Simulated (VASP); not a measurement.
Crystal: Pt.

```
Pt
1.0
     0.00000    1.97000    1.97000
     1.97000    0.00000    1.97000
     1.97000    1.97000    0.00000
Pt
1
Direct
  0.00000 0.00000 0.00000
```

The cell was built by a generator and needn't be a form met in nature.

- Program: VASP 6.6.1
- Task: relaxation of cell and atoms
- Functional: PBEsol
- Potentials or basis: VASP PAW PBE potentials, release 64 (Pt)
- Cutoff: 600 eV
- k mesh: 20 × 20 × 20
- Occupations: methfessel-paxton, width 0.15 eV
- Spin: no spin polarisation

At the start: pressure -5.0 GPa; volume 15.29 Å³/atom.

How do energy, volume and symmetry change on relaxing?

Over 3 steps the energy falls by 4.4 meV/atom and the volume is 15.02 Å³/atom (-1.8 %); space group Fm-3m (No. 225, to 0.05 Å).

The path:
```tsv
step	energy change (eV)	largest force (eV/Å)	pressure (GPa)	volume (Å³)
1	0.0000	0.0000	-4.98	15.29
2	0.0337	0.0000	17.14	14.26
3	-0.0044	0.0000	-0.10	15.02
```

Final structure:
```cif
data_structure
_symmetry_space_group_name_H-M 'P 1'
_symmetry_Int_Tables_number 1
_cell_length_a 2.7695
_cell_length_b 2.7695
_cell_length_c 2.7695
_cell_angle_alpha 60.000
_cell_angle_beta 60.000
_cell_angle_gamma 60.000
_cell_volume 15.02
loop_
_atom_site_label
_atom_site_type_symbol
_atom_site_fract_x
_atom_site_fract_y
_atom_site_fract_z
_atom_site_occupancy
Pt1 Pt 0.00000 0.00000 0.00000 1
```

Caveat: the PAW data sets were made with another functional, which shifts forces and pressure a little.
